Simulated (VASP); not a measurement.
Data:

```
CaS
1.0
    0.00000     2.83735     2.83735
    2.83735     0.00000     2.83735
    2.83735     2.83735     0.00000
Ca S
1 1
Direct
  0.00000   0.00000   0.00000
  0.50000   0.50000   0.50000
```

Computed with PBE GGA with D3 dispersion (zero damping), VASP's PBE PAW potentials (set 64) (plane waves; VASP). Numerical set-up: 520 eV cut-off, 9×9×9 Γ-centred mesh, tetrahedra with Blöchl corrections, potentials Ca_sv S.

What does the run give for the energy per atom (σ→0)?

The energy per atom (σ→0) is -5.378 eV/atom.

The compound is CaS in the rock salt structure. It was relaxed first.
